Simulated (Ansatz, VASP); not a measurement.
One calculation of Bi2W, two programs

```
CELL_PARAMETERS angstrom
3.42014 0.00000 0.00000
-1.71007 2.96193 0.00000
0.00000 0.00000 8.34945
ATOMIC_POSITIONS crystal
W 0.00000 0.00000 0.00000
Bi 0.33333 0.66667 0.25376
Bi 0.66667 0.33333 0.74624
```

Alike in both runs: functional PBE; k mesh 9 × 9 × 5; occupations fermi-dirac, width 0.03 eV; no spin polarisation.

Ansatz relaxed the structure, and its values are those at the end. VASP's run is a single point on that final structure, the one shown.

```csv
,VASP,Ansatz
version,VASP 6.6.1,Ansatz 0.2.0
potentials or method,"VASP PAW PBE potentials, release 64 (W_sv, Bi_d)","PAW with Ansatz's default frozen-core files, scalar-relativistic"
plane-wave cutoff (eV),520,699
valence electrons in the cell,44,44
```

```csv
,VASP,Ansatz,Ansatz less VASP
gap on the k mesh at the Fermi level (eV),none,none,-
pressure (GPa),0.0,0.0,-0.01
rms of the force components (eV/Å),0.006,0.000,-0.0060
```

A gap of «none» marks a metal or a gap that the smearing closes. With one functional, cell and mesh, what is left measures potentials, basis and numerics.

Caveats: spin-orbit coupling is left out, which moves the levels of the heavy elements.
